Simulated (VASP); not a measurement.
Level of theory: PW91 GGA, VASP's PBE PAW potentials (set 64) (plane waves; VASP).

VASP input:

POSCAR:
```
Cu
1
   -0.0000000000     1.8180331612     1.8180331612
    1.8180331612    -0.0000000000     1.8180331612
    1.8180331612     1.8180331612     0.0000000000
Cu
1
Direct
  0.0000000000   0.0000000000   0.0000000000
```

**INCAR**
```
SYSTEM = Cu
PREC = Accurate
ENCUT = 520
EDIFF = 1E-6
NELM = 100
ALGO = Normal
LREAL = .FALSE.
LASPH = .TRUE.
ISMEAR = 1
SIGMA = 0.1
GGA = 91
LMAXMIX = 4
LWAVE = .FALSE.
LCHARG = .FALSE.
IBRION = 2
ISIF = 3
NSW = 60
EDIFFG = -0.01
```

**KPOINTS**
```
Automatic mesh
0
Gamma
15 15 15
0 0 0
```

POTCAR, in this order: Cu (PBE.64 set). Program: vasp_std.

The run wrote:

### OUTCAR
```
 ion  position               nearest neighbor table
   1  0.000  0.000  0.000-
  LATTYP: Found a face centered cubic cell.
 ALAT       =     3.6360663224
 Subroutine PRICEL returns:
 Original cell was already a primitive cell.
 Subroutine GETGRP returns: Found 48 space group operations
The static configuration has the point symmetry O_h .
The dynamic configuration has the point symmetry O_h .
 Subroutine INISYM returns: Found 48 space group operations
 Subroutine IBZKPT returns following result:
 Found    120 irreducible k-points:

 Following reciprocal coordinates:
            Coordinates               Weight
  0.000000  0.000000  0.000000      1.000000
  0.066667  0.000000  0.000000      8.000000
  0.133333  0.000000  0.000000      8.000000
  0.200000  0.000000  0.000000      8.000000
  0.266667  0.000000  0.000000      8.000000
  0.333333  0.000000  0.000000      8.000000
  0.400000  0.000000  0.000000      8.000000
  0.466667  0.000000  0.000000      8.000000
  0.066667  0.066667  0.000000      6.000000
  0.133333  0.066667  0.000000     24.000000
  0.200000  0.066667  0.000000     24.000000
  0.266667  0.066667  0.000000     24.000000
  0.333333  0.066667  0.000000     24.000000
  0.400000  0.066667  0.000000     24.000000
  0.466667  0.066667  0.000000     24.000000
 -0.466667  0.066667  0.000000     24.000000
 -0.400000  0.066667  0.000000     24.000000
 -0.333333  0.066667  0.000000     24.000000
 -0.266667  0.066667  0.000000     24.000000
 -0.200000  0.066667  0.000000     24.000000
 -0.133333  0.066667  0.000000     24.000000
 -0.066667  0.066667  0.000000     12.000000
  0.133333  0.133333  0.000000      6.000000
  0.200000  0.133333  0.000000     24.000000
  0.266667  0.133333  0.000000     24.000000
...
```

### OSZICAR
```
       N       E                     dE             d eps       ncg     rms          rms(c)
DAV:   1     0.350712644139E+02    0.35071E+02   -0.56941E+03  2233   0.202E+03
DAV:   2    -0.417968253430E+01   -0.39251E+02   -0.37407E+02  2161   0.193E+02
DAV:   3    -0.461122831099E+01   -0.43155E+00   -0.43040E+00  2564   0.295E+01
DAV:   4    -0.461440220976E+01   -0.31739E-02   -0.31735E-02  2605   0.232E+00
DAV:   5    -0.461443918173E+01   -0.36972E-04   -0.36971E-04  2616   0.204E-01    0.760E+00
DAV:   6    -0.411466595006E+01    0.49977E+00   -0.16988E+01  2282   0.958E+01    0.398E+00
DAV:   7    -0.374022137679E+01    0.37444E+00   -0.26946E+00  2299   0.381E+01    0.568E-01
DAV:   8    -0.372945528942E+01    0.10766E-01   -0.51182E-03  2383   0.124E+00    0.289E-01
DAV:   9    -0.372797638193E+01    0.14789E-02   -0.10084E-02  2397   0.215E+00    0.274E-02
DAV:  10    -0.372798007912E+01   -0.36972E-05   -0.50177E-05  3216   0.145E-01    0.491E-03
DAV:  11    -0.372797974194E+01    0.33717E-06   -0.38477E-07  1541   0.850E-03
   1 F= -.37279797E+01 E0= -.37279283E+01  d E =-.372798E+01
```

### OUTCAR
```
------------------------ aborting loop because EDIFF is reached ----------------------------------------
  FORCE on cell =-STRESS in cart. coord.  units (eV):
  Direction    XX          YY          ZZ          XY          YZ          ZX
  --------------------------------------------------------------------------------------
  Total       -0.0093320     -0.0093320     -0.0093320      0.0000000     -0.0000000      0.0000000
  in kB       -1.2440843     -1.2440843     -1.2440843      0.0000000     -0.0000000      0.0000000
  external PRESSURE =      -1.2440843 kB  Pullay stress =       0.0000000 kB
  volume of cell :       12.02
      direct lattice vectors                 reciprocal lattice vectors
     0.000000000  1.818033161  1.818033161    -0.275022486  0.275022486  0.275022486
     1.818033161  0.000000000  1.818033161     0.275022486 -0.275022486  0.275022486
     1.818033161  1.818033161  0.000000000     0.275022486  0.275022486 -0.275022486
 POSITION                                       TOTAL-FORCE (eV/Angst)
 -----------------------------------------------------------------------------------
      0.00000      0.00000      0.00000         0.000000     -0.000000     -0.000000
 -----------------------------------------------------------------------------------
    total drift:                               -0.000000     -0.000000     -0.000000
  FREE ENERGIE OF THE ION-ELECTRON SYSTEM (eV)
  ---------------------------------------------------
  free  energy   TOTEN  =        -3.7279797419 eV

  energy  without entropy=       -3.7278255587  energy(sigma->0) =       -3.72792835

 reached required accuracy - stopping structural energy minimisation
```
(Selected blocks of OUTCAR.)

The compound is Cu in the fcc structure. It was relaxed first. The start is the result of an earlier pass.
